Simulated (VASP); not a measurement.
Output of a VASP run:

**OSZICAR**
```
       N       E                     dE             d eps       ncg     rms          rms(c)
DAV:   1     0.228256008696E+03    0.22826E+03   -0.14147E+04  5384   0.179E+03
DAV:   2    -0.144808400999E+02   -0.24274E+03   -0.24082E+03  5696   0.496E+02
DAV:   3    -0.222000059092E+02   -0.77192E+01   -0.76904E+01  6864   0.102E+02
DAV:   4    -0.223083951288E+02   -0.10839E+00   -0.10838E+00  6472   0.121E+01
DAV:   5    -0.223107593015E+02   -0.23642E-02   -0.23641E-02  7352   0.144E+00    0.182E+01
DAV:   6    -0.190630941745E+02    0.32477E+01   -0.19652E+01  5728   0.532E+01    0.404E+00
DAV:   7    -0.190593782977E+02    0.37159E-02   -0.24384E-01  5792   0.703E+00    0.240E+00
DAV:   8    -0.190548296465E+02    0.45487E-02   -0.32585E-02  7256   0.162E+00    0.124E+00
DAV:   9    -0.190537638560E+02    0.10658E-02   -0.93544E-02  6736   0.221E+00    0.498E-01
DAV:  10    -0.190553714486E+02   -0.16076E-02   -0.45671E-03  7536   0.553E-01    0.406E-01
DAV:  11    -0.190608899898E+02   -0.55185E-02   -0.20129E-01  7040   0.275E+00    0.282E-01
DAV:  12    -0.190611833510E+02   -0.29336E-03   -0.33386E-03  5816   0.557E-01    0.108E-01
DAV:  13    -0.190611301910E+02    0.53160E-04   -0.70578E-04  6656   0.217E-01    0.745E-02
DAV:  14    -0.190612119297E+02   -0.81739E-04   -0.94688E-04  7080   0.191E-01    0.394E-02
DAV:  15    -0.190612330745E+02   -0.21145E-04   -0.14197E-03  7008   0.228E-01    0.503E-03
DAV:  16    -0.190612351213E+02   -0.20468E-05   -0.22762E-05  5976   0.538E-02    0.464E-03
DAV:  17    -0.190612348781E+02    0.24324E-06   -0.32095E-07  2752   0.693E-03
   1 F= -.19061235E+02 E0= -.19061388E+02  d E =-.190612E+02  mag=    -0.0000
```

### OUTCAR
```
------------------------ aborting loop because EDIFF is reached ----------------------------------------
  FORCE on cell =-STRESS in cart. coord.  units (eV):
  Direction    XX          YY          ZZ          XY          YZ          ZX
  --------------------------------------------------------------------------------------
  Total        0.0060546      0.0060546      0.0060546     -0.0000000     -0.0000000     -0.0000000
  in kB        0.4122023      0.4122023      0.4122023     -0.0000000     -0.0000000     -0.0000000
  external PRESSURE =       0.4122023 kB  Pullay stress =       0.0000000 kB
  volume of cell :       23.53
      direct lattice vectors                 reciprocal lattice vectors
     2.865691004  0.000000000  0.000000000     0.348955976  0.000000000  0.000000000
     0.000000000  2.865691004  0.000000000     0.000000000  0.348955976  0.000000000
     0.000000000  0.000000000  2.865691004     0.000000000  0.000000000  0.348955976
 POSITION                                       TOTAL-FORCE (eV/Angst)
 -----------------------------------------------------------------------------------
      0.00000      0.00000      0.00000        -0.000000     -0.000000     -0.000000
      1.43285      1.43285      1.43285         0.000000      0.000000      0.000000
 -----------------------------------------------------------------------------------
    total drift:                                0.000000      0.000000     -0.000000
  FREE ENERGIE OF THE ION-ELECTRON SYSTEM (eV)
  ---------------------------------------------------
  free  energy   TOTEN  =       -19.0612348781 eV

  energy  without entropy=      -19.0616930725  energy(sigma->0) =      -19.06138761

 total charge

# of ion       s       p       d       tot
------------------------------------------
    1        0.434   6.394   4.193  11.021
    2        0.434   6.394   4.193  11.021
--------------------------------------------------
tot          0.867  12.788   8.386  22.042

 magnetization (x)

# of ion       s       p       d       tot
------------------------------------------
    1        0.014   0.009   1.099   1.121
    2       -0.014  -0.009  -1.099  -1.121
--------------------------------------------------
tot          0.000   0.000   0.000   0.000

 reached required accuracy - stopping structural energy minimisation
```
(Selected blocks of OUTCAR.)

File POSCAR:
```
Cr
1
    2.8656910040     0.0000000000     0.0000000000
    0.0000000000     2.8656910040     0.0000000000
   -0.0000000000     0.0000000000     2.8656910040
Cr
2
Direct
  0.0000000000   0.0000000000   0.0000000000
  0.5000000000   0.5000000000   0.5000000000
```

Write an INCAR and KPOINTS that could have produced this output.

This is not unique; one that fits is the input of the run itself, PBE GGA, plane waves, VASP's PBE PAW potentials (set 64).

File KPOINTS:
```
Automatic mesh
0
Gamma
13 13 13
0 0 0
```

### INCAR
```
GGA  =  PE
ISPIN  =  2   ! spin-polarised
ALGO  =  Normal   ! blocked Davidson
ISMEAR  =  1
MAGMOM  =  1.0 -1.0
EDIFFG  =  -0.02   ! ionic stop
SYSTEM  =  Cr
LMAXMIX  =  4   ! l cut-off of mixed one-centre charges
IBRION  =  2
LORBIT  =  10
ISIF  =  3   ! ions, shape and volume
EDIFF  =  1E-6   ! SCF stop (eV)
SIGMA  =  0.1   ! width (eV)
ENCUT  =  500
LWAVE  =  .FALSE.
NSW  =  40   ! most ionic steps
NELM  =  100
LREAL  =  .FALSE.   ! projection in real space or not
LASPH  =  .TRUE.
PREC  =  Accurate
LCHARG  =  .FALSE.
```

POTCAR, in this order: Cr_pv (PBE.64 set). Program: vasp_std.

The compound is Cr in the bcc, AFM order structure. It was relaxed first.
